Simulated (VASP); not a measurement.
Calculation: PBE GGA, VASP's PBE PAW potentials (set 64) (plane waves; VASP 6.6.1).

VASP input:

### POSCAR
```
PtS2
1
    1.7888012290    -3.0982946861    -0.0000000000
    1.7888012290     3.0982946861    -0.0000000000
    0.0000000000     0.0000000000     5.6043938879
Pt S
1 2
Direct
  0.0000000000   0.0000000000   0.0000000000
  0.3333330000   0.6666670000   0.2179595020
  0.6666670000   0.3333330000   0.7820404980
```

File KPOINTS:
```
kpoints
0
gamma
7 7 4
```

**INCAR**
```
SYSTEM=PtS2
PREC=Accurate; ENCUT=400; LREAL=.FALSE.
LASPH=.TRUE.
EDIFF=1E-6; NELM=100; ALGO=Normal
LMAXMIX=6
ISMEAR=0; SIGMA=0.05
GGA=PE
IBRION=2; NSW=60; ISIF=3
EDIFFG=-0.02
LWAVE=.FALSE.; LCHARG=.FALSE.
```

POTCAR, in this order: Pt S (PBE.64 set). Program: vasp_std.

Question: What will the output report for the number of irreducible k-points (NKPTS), number of bands (NBANDS), largest plane-wave count, number of space-group operations, FFT grid (NGX, NGY, NGZ)?

Answer: 
```
Quantity                                       Value
--------------------------------------  ------------
number of irreducible k-points (NKPTS)            28
number of bands (NBANDS)                          15
largest plane-wave count                        1142
number of space-group operations                  12
FFT grid (NGX, NGY, NGZ)                24 × 24 × 40
```

The compound is PtS2 in the 1T layered structure. This run relaxes it. Symmetry was kept, so distortions that lower it aren't found. The start is the result of an earlier pass.
